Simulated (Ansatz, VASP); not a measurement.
## InGaSbAs ([001] superlattice of 2 + 2 monolayers (invented)): VASP beside Ansatz

One calculation is typed for both programs; each brings its own data sets. How far apart do they land? The cell is generated by rule, not measured, and may not be a known phase. The cell is taken from a series of runs on this material, whose earlier steps may have relaxed, scaled, displaced or heated it; both programs get it as it stands.

Main program and level: Ansatz 0.2.0; plane waves, with VASP 6.6.1 beside it; relaxation of cell and atoms at r2SCAN.

### Step 1. Starting point

Symmetry: Pmm2, No. 25, orthorhombic system. The conventional cell has a = 4.318 Å, b = 4.333 Å, c = 12.268 Å, α = 90.00°, β = 90.00°, γ = 90.00°. In has 2 As at 2.65 Å and 2 Sb at 2.79 Å nearest. Nearest to In lie 4 As at 2.65 Å. As has 4 In at 2.65 Å nearest. As has 2 Ga at 2.53 Å and 2 In at 2.65 Å nearest. Ga has 2 As at 2.53 Å and 2 Sb at 2.65 Å nearest. Ga has 4 Sb at 2.65 Å nearest. Farther neighbours are not listed.

### Step 2. Ansatz: relaxation of cell and atoms, r2SCAN

Ansatz runs on its PAW soft_1 files.

The relaxed volume is the usual yardstick between codes: in a stiff, nearly cubic crystal its relative difference is about their pressure difference at one cell divided by the bulk modulus.

Input file input.yaml:

```yaml
crystal:
  lattice:
    - [4.3175808647, 0.0, 0.0]
    - [0.0, 4.3331038817, 0.0]
    - [0.0, 0.0, 12.2680343011]
  atoms:
    - { symbol: In, position: [0.0, 0.0, 0.0096404297] }
    - { symbol: As, position: [0.0, 0.5, 0.1336476958] }
    - { symbol: In, position: [0.5, 0.5, 0.2585803264] }
    - { symbol: As, position: [0.5, 0.0, 0.3835103225] }
    - { symbol: Ga, position: [0.0, 0.0, 0.4915173621] }
    - { symbol: Sb, position: [0.0, 0.5, 0.6161344701] }
    - { symbol: Ga, position: [0.5, 0.5, 0.7415609846] }
    - { symbol: Sb, position: [0.5, 0.0, 0.8654084085] }
kpoints:
  mp_grid: { grid: [8, 8, 4] }
hamiltonian:
  xc: r2scan
  pseudopotentials: { kind: paw, azcp: { folder: soft_1 } }
scf:
  occupations: { method: gaussian, width: 0.1 }
output:
  forces: true
  stress: true
  eigenvalues: true
relax:
  adjacent_minimum: "off"
  f_tol: 0.005
  max_steps: 80
  cell: { stress_tol: 0.05 }
```

Run with:

```console
$ ansatz run input.yaml --threads 4 --pin off --max-ram 10240MiB --backend cpu --events-out ev --progress --plain --runs-dir out
```

Numbers of over 12 decimals in the logs are rounded to 6 here.

What it wrote:

```text
Engine: ansatz 0.2.0, x86_64-unknown-linux-gnu
Pseudopotentials: kind: paw
Pseudopotential: In, paw, valence charge 13, recommended cutoff 500 eV (meta_gga), soft_1/In.paw.azcp
Pseudopotential: As, paw, valence charge 15, recommended cutoff 500 eV (meta_gga), soft_1/As.paw.azcp
Pseudopotential: Ga, paw, valence charge 13, recommended cutoff 500 eV (meta_gga), soft_1/Ga.paw.azcp
Pseudopotential: Sb, paw, valence charge 15, recommended cutoff 500 eV (meta_gga), soft_1/Sb.paw.azcp
Functional definition: r2SCAN
  parameter k0 = 0.174
  parameter k1 = 0.065
  parameter a1 = 4.9479
  exchange = r2scan_x(k0 = k0, k1 = k1, a1 = a1)
  correlation = r2scan_c
Crystal: 8 atoms, lattice volume = 229.517 Å³
Basis set: ecut = 500 eV, 5845 PW (Γ), exchange–correlation on 128×128×360 points (64 copies of the dense FFT grid, shifted against one another)
Bands: 68, of which v1, the nominal top of the filled ones, is band 56 counted from 1 (55 counted from 0)
Symmetry: 4 space group operations
Space group: Pmm2 (ITA 25), of the structure as read, at distance tolerance 6.1e-5 Å
k-points: 75 of 256 (time reversal used)
Non-local potential: In, projectors of the file, l = 0: 2, l = 1: 2, l = 2: 2, l = 3: 1
Non-local potential: As, projectors of the file, l = 0: 2, l = 1: 2, l = 2: 3, l = 3: 1
Non-local potential: Ga, projectors of the file, l = 0: 2, l = 1: 2, l = 2: 3, l = 3: 1
Non-local potential: Sb, projectors of the file, l = 0: 2, l = 1: 2, l = 2: 2, l = 3: 1
PAW form: soft (Blöchl's): semilocal exchange-correlation on the pseudo side does not see the compensation charge
PAW frozen core: In, regenerated for the run's functional (the file was generated under x = pbe(κ = 0.804, μ = 0.219515), c = pbe(β = 0.066725))
PAW frozen core: As, regenerated for the run's functional (the file was generated under x = pbe(κ = 0.804, μ = 0.219515), c = pbe(β = 0.066725))
PAW frozen core: Ga, regenerated for the run's functional (the file was generated under x = pbe(κ = 0.804, μ = 0.219515), c = pbe(β = 0.066725))
PAW frozen core: Sb, regenerated for the run's functional (the file was generated under x = pbe(κ = 0.804, μ = 0.219515), c = pbe(β = 0.066725))
PAW one-centre angular grid: In, 590 points (default); XC on 160 Gauss nodes
PAW one-centre angular grid: As, 590 points (default); XC on 160 Gauss nodes
PAW one-centre angular grid: Ga, 590 points (default); XC on 160 Gauss nodes
PAW one-centre angular grid: Sb, 590 points (default); XC on 160 Gauss nodes
Initial density: superposition of atomic densities (chi_scale 0.1, normalization cell, long waves kept (reshape's long-wave potential 0.25 eV rms))
Initial wavefunctions: pseudopotential atomic-orbital guess
Functional: x = r2scan, c = r2scan; τ floored in thin density (d = 2e-4 eV/Å³)
iter 1 solved again at ethr=2.25e-3 eV; its pass at ethr=3.10e-3 eV (dr2=2.52e0 eV) is discarded
SCF iter   1: F=—  HF=-41534.232370 eV  |F-HF|=—  |Δ(HF+E_count)|=         —  Δρ=3.44e-2  dr2=2.52e0  dr2_τ=3.02e-2  ethr=2.25e-3  ⟨swp⟩=1.2  Hψ=26275  notcnv=0
preconditioner: auto → Resta (q_TF=auto, 2.421 Å⁻¹)  ε∞=3.0  [insulator: Δε(μ)=0.643 eV  Ē_g=14.707 eV  σ=0.100 eV  W_gap=0.62  n_scr=56 (ndim 8)  ℏωp=20.8 eV  f_vac=0.011  D(μ)=0.16/eV (n_scr^D=0)  ε∞_Penn≈3.0]
SCF iter   2: F=—  HF=-41534.220912 eV  |F-HF|=—  |Δ(HF+E_count)|=   1.15e-2  Δρ=1.95e-2  dr2=6.35e-1  dr2_τ=5.10e-3  ethr=2.25e-3  ⟨swp⟩=3.3  Hψ=7462  notcnv=0  defer=59
SCF iter   3: F=—  HF=-41534.270857 eV  |F-HF|=—  |Δ(HF+E_count)|=   4.99e-2  Δρ=6.62e-3  dr2=2.45e-1  dr2_τ=1.42e-3  ethr=5.67e-4  ⟨swp⟩=2.2  Hψ=8867  notcnv=0  defer=481
SCF iter   4: F=—  HF=-41534.246647 eV  |F-HF|=—  |Δ(HF+E_count)|=   2.42e-2  Δρ=1.55e-3  dr2=5.61e-3  dr2_τ=5.92e-5  ethr=2.18e-4  ⟨swp⟩=2.0  Hψ=7492  notcnv=0  defer=481
SCF iter   5: F=—  HF=-41534.248079 eV  |F-HF|=—  |Δ(HF+E_count)|=   1.43e-3  Δρ=5.81e-4  dr2=1.03e-3  dr2_τ=1.29e-5  ethr=5.01e-6  ⟨swp⟩=2.0  Hψ=9342  notcnv=0  defer=486
SCF iter   6: F=—  HF=-41534.247795 eV  |F-HF|=—  |Δ(HF+E_count)|=   2.84e-4  Δρ=1.64e-4  dr2=8.08e-5  dr2_τ=1.11e-6  ethr=9.23e-7  ⟨swp⟩=2.0  Hψ=8815  notcnv=0  defer=486
SCF iter   7: F=—  HF=-41534.247847 eV  |F-HF|=—  |Δ(HF+E_count)|=   5.17e-5  Δρ=6.99e-5  dr2=1.12e-5  dr2_τ=1.46e-7  ethr=7.21e-8  ⟨swp⟩=2.0  Hψ=9009  notcnv=0  defer=486
SCF iter   8: F=—  HF=-41534.247850 eV  |F-HF|=—  |Δ(HF+E_count)|=   3.60e-6  Δρ=3.14e-5  dr2=2.29e-6  dr2_τ=2.95e-8  ethr=9.97e-9  ⟨swp⟩=2.0  Hψ=8815  notcnv=0  defer=486
SCF iter   9: F=—  HF=-41534.247851 eV  |F-HF|=—  |Δ(HF+E_count)|=   8.66e-7  Δρ=9.06e-6  dr2=1.66e-7  dr2_τ=2.92e-9  ethr=2.04e-9  ⟨swp⟩=2.0  Hψ=8815  notcnv=0  defer=486
SCF iter  10: F=-41534.247851 eV  HF=-41534.247851 eV  |F-HF|=5.68e-9  |Δ(HF+E_count)|=   1.34e-7  Δρ=1.85e-6  dr2=1.60e-8  dr2_τ=1.96e-10  ethr=8.93e-11  ⟨swp⟩=10.6  Hψ=24618  notcnv=0
SCF 1 converged in 10 iterations: F = -41534.247851 eV  dr2 = 1.60e-8
  greatest PAW one-centre occupation: 0.999 electrons in one spin orbital (limit 2), on the As atom at site 3 (counted from 0), in its partial waves of l = 2
relax step   1: F+E_penalty+E_count = -41534.24785148 eV  Δ(F+E_penalty+E_count) = +0.000e0 eV  max|allowed force component| = 2.401e-3 eV/Å  Δτ_max = 0.0000 Å  P = -0.001 GPa  Ω = 229.517 Å³  (10 SCF iters, dr2 threshold 1.00e-7 eV, accepted)
Initial density: handed on by an earlier stage of this run
Initial wavefunctions: pseudopotential atomic-orbital guess (no wavefunctions were taken with the density)
iter 1 solved again at ethr=3.19e-7 eV; its pass at ethr=3.10e-3 eV (dr2=3.57e-4 eV) is discarded
SCF iter   1: F=—  HF=-41534.247814 eV  |F-HF|=—  |Δ(HF+E_count)|=         —  Δρ=2.63e-6  dr2=2.05e-8  dr2_τ=4.93e-10  ethr=3.19e-7  ⟨swp⟩=3.0  Hψ=33455  notcnv=0
eigensolver tolerance schedule: the retry pair's looser diagonalisation over-reported the residual by 17420.76 of it (diagonalisation noise at an unbounded share of the residual, at the tolerance the schedule requests for it); recorded, not acted on — ethr = c·dr2/N_el stays at c = 1.0e-1
preconditioner: auto → Resta (q_TF=auto, 2.421 Å⁻¹)  ε∞=3.1  [insulator: Δε(μ)=0.491 eV  Ē_g=14.493 eV  σ=0.100 eV  W_gap=0.59  n_scr=56 (ndim 8)  ℏωp=20.8 eV  f_vac=0.095  D(μ)=0.15/eV (n_scr^D=0)  ε∞_Penn≈3.1]
SCF iter   2: F=—  HF=-41534.247851 eV  |F-HF|=—  |Δ(HF+E_count)|=   3.70e-5  Δρ=1.43e-6  dr2=4.40e-9  dr2_τ=3.42e-10  ethr=1.83e-11  ⟨swp⟩=4.0  Hψ=13964  notcnv=0
SCF iter   3: F=—  HF=-41534.247851 eV  |F-HF|=—  |Δ(HF+E_count)|=  6.55e-10  Δρ=8.55e-7  dr2=1.56e-9  dr2_τ=1.68e-11  ethr=3.93e-12  ⟨swp⟩=2.0  Hψ=8469  notcnv=0
SCF iter   4: F=—  HF=-41534.247851 eV  |F-HF|=—  |Δ(HF+E_count)|=   1.56e-9  Δρ=2.99e-7  dr2=3.00e-10  dr2_τ=8.00e-12  ethr=1.39e-12  ⟨swp⟩=2.0  Hψ=8551  notcnv=0
SCF iter   5: F=-41534.247851 eV  HF=-41534.247851 eV  |F-HF|=5.82e-11  |Δ(HF+E_count)|=  1.82e-10  Δρ=1.75e-7  dr2=6.34e-11  dr2_τ=2.15e-12  ethr=1.00e-12  ⟨swp⟩=7.1  Hψ=22626  notcnv=0
SCF 2 converged in 5 iterations: F = -41534.247851 eV  dr2 = 6.34e-11
relax step   2: F+E_penalty+E_count = -41534.24785149 eV  Δ(F+E_penalty+E_count) = -1.099e-8 eV  max|allowed force component| = 2.387e-3 eV/Å  Δτ_max = 0.0000 Å  P = -0.001 GPa  Ω = 229.517 Å³  stress off target by 1.20e-2 GPa  SCF on the basis re-selected at this cell (its energy is not comparable with the rows above)  (5 SCF iters)
basis re-selected at this cell: Δ(F+E_penalty+E_count) = -1.099e-8 eV, ΔP = +0.000 GPa vs the last step (what re-selecting the basis moved, of the pressure what is left beyond the Pulay correction that the steps carried, after the strain that the cell walked since its last selection, with what the two solves' SCF thresholds leave and, on support functions, any second-order correction that the steps lacked; it is no m [...]
SCF converged after 5 iterations
Free energy (F): -41534.247851 eV
Harris-Foulkes:  -41534.247851 eV  (|F-HF|=5.82e-11)
Internal energy: -41534.247108 eV  (E = F + TS)
E sigma→0 (E₀):  -41534.247480 eV
Entropy (-TS):   -0.000743 eV (-0.093 meV/atom)
Fermi energy:    7.505943 eV
--- Per-component energies (eV) ---
  E_band       = -1248.841375
  E_kinetic    = 1178.262013
  E_local      = -13915.210831  (includes V_loc(G=0)·N_el)
  E_nonlocal   = 467.826863
  E_hartree    = 7020.185274
  E_xc         = -688.768192
  E_vxc        = -647.768537  (∫ρ·V_xc dr)
  E_paw        = -25670.916418  (= ΣΔE_a)
  E_vpaw       = -2410.896695  (= ΣTr[D̂ρ^β])
  E_aug_tail   = 0.000054  (compensation charges beyond the density's cutoff)
  E_vtau       = 38.574581  (kinetic-family band-sum trace: ∫τ·v_τ [+ j·A + Jᵃ·Aᵃ] dr)
  E_ewald      = -9924.348166
  E_core_change = -1.277706  (= ΣΔE_core)
  E_smearing   = -0.000743  (= −TS)
  E_closure    = 0.000000  (closes the sum)
  Σ components = -41534.247851   (vs F -41534.247851, Δ=0.00e0)
--- Forces (eV/Å), atoms counted from 1 ---
  atom   1  In     0.00000000     0.00000000    -0.00238758
  atom   2  As     0.00000000     0.00000000    -0.00135310
  atom   3  In     0.00000000     0.00000000    -0.00004440
  atom   4  As     0.00000000     0.00000000     0.00079409
  atom   5  Ga     0.00000000     0.00000000    -0.00057717
  atom   6  Sb     0.00000000     0.00000000     0.00067951
  atom   7  Ga     0.00000000     0.00000000     0.00132195
  atom   8  Sb     0.00000000     0.00000000     0.00156563
  max |Σ_I F_I| component: 1.06e-6 eV/Å
--- Stress (GPa, compression-positive) ---
        0.001970       0.000000       0.000000
        0.000000      -0.012030       0.000000
        0.000000       0.000000       0.006459
  P = ⅓ Tr σ = -0.0012 GPa (-0.012 kbar)
--- Band table (eV; the first three rows and the last of 75) ---
  k-point 0: bands = [... 52 lower, 5.7884, 7.2118, 7.3133, 7.4224, 7.4907, 8.7895, 8.8354, 9.4657, ... 8 higher]
  k-point 1: bands = [... 52 lower, 6.1439, 6.3224, 7.1544, 7.3594, 8.2206, 8.7246, 8.9261, 9.3900, ... 8 higher]
  k-point 2: bands = [... 52 lower, 6.3438, 6.4543, 6.9130, 7.1992, 8.5904, 8.7021, 9.2217, 9.3785, ... 8 higher]
  k-point 74: bands = [... 52 lower, 4.5205, 4.5361, 4.5773, 4.6304, 9.6434, 9.7385, 9.7925, 9.8655, ... 8 higher]
--- Relaxed structure (1 steps of the walk, 1 accepted, 1 SCFs on fresh bases) ---
  F+E_penalty+E_count = -41534.24785149 eV   max|allowed force component| = 2.387e-3 eV/Å   (the final SCF, on the basis selected at the relaxed cell)
  cell:  # Å, volume = 229.5168 Å³
    - [4.3175808647, 0.0, 0.0]
    - [0.0, 4.3331038817, 0.0]
    - [0.0, 0.0, 12.2680343011]
  atoms:
    - { symbol: In, position: [0.0, 0.0, 0.0096404297] }
    - { symbol: As, position: [0.0, 0.5, 0.1336476958] }
    - { symbol: In, position: [0.5, 0.5, 0.2585803264] }
    - { symbol: As, position: [0.5, 0.0, 0.3835103225] }
    - { symbol: Ga, position: [0.0, 0.0, 0.4915173621] }
    - { symbol: Sb, position: [0.0, 0.5, 0.6161344701] }
    - { symbol: Ga, position: [0.5, 0.5, 0.7415609846] }
    - { symbol: Sb, position: [0.5, 0.0, 0.8654084085] }
```

(Continued in part 2 of 2.)

[Lines on the potential files, build, host, timing and source positions are cut from VASP's logs without a mark.]

[Logs are printed without paths, hosts, clocks, repeated set-up lines and the standing remarks that a program may print on its own settings, such as how far it seeks lower states.]

[Hosts, paths, dates, database ids (printed as entryN), source tags and the programs' standing remarks are cut or masked in the printed files.]
